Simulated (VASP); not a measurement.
Crystal: LaInPt.

```
La In Pt
1.0
     7.72094    0.00000    0.00000
    -3.86047    6.68653    0.00000
     0.00000    0.00000    4.18450
La In Pt
3 3 3
Cartesian
  1.5981 2.7679 2.0922
  -2.2624 3.9186 2.0922
  4.5248 0.0000 2.0922
  2.9149 5.0488 0.0000
  1.8911 0.0000 0.0000
  -0.9456 1.6378 0.0000
  3.8605 2.2288 0.0000
  0.0000 4.4577 0.0000
  0.0000 0.0000 2.0922
```

The cell is a database's computed one.

| Quantity | Value |
| --- | --- |
| Program | VASP 6.6.1 |
| Task | relaxation of cell and atoms |
| Functional | r2SCAN |
| Potentials or basis | VASP PAW PBE potentials, release 64 (La, In_d, Pt) |
| Cutoff | 600 eV |
| k mesh | 6 × 6 × 9 |
| Occupations | methfessel-paxton, width 0.1 eV |
| Spin | no spin polarisation |

At the start: pressure -0.0 GPa; volume 24.00 Å³/atom.

Q: How do energy, volume and symmetry change on relaxing?

A: Over 19 steps the energy falls by 2.1 meV/atom; space group P-62m (No. 189, to 0.05 Å).

The path:
| step | energy change (eV) | largest force (eV/Å) | pressure (GPa) | volume (Å³) |
| --- | --- | --- | --- | --- |
| 1 | 0.0000 | 0.0419 | -0.02 | 216.03 |
| 2 | -0.0013 | 0.0465 | 0.02 | 215.94 |
| 3 | -0.0059 | 0.0651 | 0.17 | 215.65 |
| 4 | -0.0155 | 0.0506 | 0.46 | 215.05 |
| 5 | 0.0066 | 0.1019 | 1.10 | 213.74 |
| 6 | -0.0165 | 0.0240 | 0.56 | 214.84 |
| 7 | -0.0169 | 0.0212 | 0.53 | 214.92 |
| 8 | -0.0177 | 0.0139 | 0.41 | 215.18 |
| 9 | -0.0172 | 0.0364 | 0.19 | 215.70 |
| 10 | -0.0179 | 0.0102 | 0.34 | 215.34 |
| 11 | -0.0182 | 0.0079 | 0.29 | 215.44 |
| 12 | -0.0187 | 0.0103 | 0.14 | 215.77 |
| 13 | -0.0187 | 0.0149 | -0.14 | 216.42 |
| 14 | -0.0189 | 0.0131 | 0.00 | 216.07 |
| 15 | -0.0189 | 0.0139 | 0.01 | 216.06 |
| 16 | -0.0189 | 0.0138 | 0.02 | 216.04 |
| 17 | -0.0189 | 0.0105 | 0.02 | 216.05 |
| 18 | -0.0189 | 0.0103 | 0.01 | 216.08 |
| 19 | -0.0189 | 0.0052 | -0.01 | 216.12 |

Final structure:
```xyz
9
Lattice="7.8158 0.0000 0.0000 -3.9079 6.7687 0.0000 0.0000 0.0000 4.0853" Properties=species:S:1:pos:R:3 pbc="T T T"
La    1.6164    2.7997    2.0427
La   -2.2915    3.9689    2.0427
La    4.5829    0.0000    2.0427
In    2.9372    5.0874    0.0000
In    1.9414    0.0000    0.0000
In   -0.9707    1.6813    0.0000
Pt    3.9079    2.2562    0.0000
Pt    0.0000    4.5124    0.0000
Pt    0.0000    0.0000    2.0427
```

Caveat: the PAW data sets were made with another functional, which shifts forces and pressure a little.
